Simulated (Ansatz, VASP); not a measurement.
# Two plane-wave programs on Ba4NaZrN4

```
Na Ba Zr N
1.0
     4.23423    0.00000    0.00000
     0.00000    4.23423    0.00000
     0.00000    0.00000   13.12110
Na Ba Zr N
1 4 1 4
Direct
  0.00000 0.00000 0.00000
  0.50000 0.50000 0.13879
  0.00000 0.00000 0.63450
  0.00000 0.00000 0.36550
  0.50000 0.50000 0.86121
  0.50000 0.50000 0.50000
  0.50000 0.50000 0.35163
  0.00000 0.00000 0.84928
  0.00000 0.00000 0.15072
  0.50000 0.50000 0.64837
```

Change from the starting cell: species swapped into the Na4H4PdPt type (P4/mmm, No. 123).

Alike in both runs: task single point; functional PBE; k mesh 4 × 4 × 2; occupations gaussian, width 0.1 eV; no spin polarisation.

```csv
,VASP,Ansatz
version,VASP 6.6.1,Ansatz 0.2.0
potentials or method,"VASP PAW PBE potentials, release 64 (Na_pv, Ba_sv, Zr_sv, N)","scalar-relativistic, plane waves, PAW"
plane-wave cutoff (eV),520,420
valence electrons in the cell,79,81
```

Ansatz gave:

| Item | Value |
| --- | --- |
| gap on the k mesh at the Fermi level (eV) | none |
| pressure (GPa) | 3.8 |
| largest component of the traceless stress (GPa) | 8.59 |
| rms of the force components (eV/Å) | 1.127 |

What did VASP give for the same quantities?

gap on the k mesh at the Fermi level (eV): none; pressure (GPa): 4.7; largest component of the traceless stress (GPa): 8.77; rms of the force components (eV/Å): 1.135.

Atom by atom the forces differ by 0.017 eV/Å (rms over components). A gap of «none» marks a metal or a gap that the smearing closes. The two sets of potentials don't hold the same shells in valence.

Caveats: the k mesh is coarse (spacing up to 0.37 Å⁻¹), so the values aren't converged; forces of over 1 eV/Å show positions far from the minimum, so gaps and moduli don't describe the material at rest. Spin-orbit coupling is left out, which matters for the levels of Ba.
